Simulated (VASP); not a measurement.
Given:

```xyz
4
Lattice="1.2461 -2.1583 0.0000 1.2461 2.1583 0.0000 0.0000 0.0000 6.6507" Properties=species:S:1:pos:R:3 pbc="T T T"
C      0.0000     0.0000     1.6627
C      0.0000     0.0000     4.9880
C      1.2461     0.7194     1.6627
C      1.2461    -0.7194     4.9880
```

The numbers are results of optB86b-vdW, VASP's PBE PAW potentials (set 64) (plane waves; VASP 6.6.1), not measurements. Run with 520 eV cut-off, 10×10×4 Γ-centred mesh, Gaussian smearing of 0.050 eV, potentials C.

Question: The ions and cell shape at fixed volume are relaxed. Which structure does the run end with?

Answer: 
```xyz
4
Lattice="1.2344 -2.1381 0.0000 1.2344 2.1381 0.0000 0.0000 0.0000 6.7770" Properties=species:S:1:pos:R:3 pbc="T T T"
C      0.0000     0.0000     1.6942
C      0.0000     0.0000     5.0827
C      1.2344     0.7127     1.6942
C      1.2344    -0.7127     5.0827
```
Space group P6_3/mmc (194), at a tolerance of 0.03 Å.

Question: How much energy does the relaxation gain?

Answer: The energy (σ→0) changes by -6.3 meV/atom, in 3 ionic steps.

The compound is C in the graphite structure. This cell is one point of a volume scan, at 1.03 of the reference volume. Symmetry was kept, so distortions that lower it aren't found.
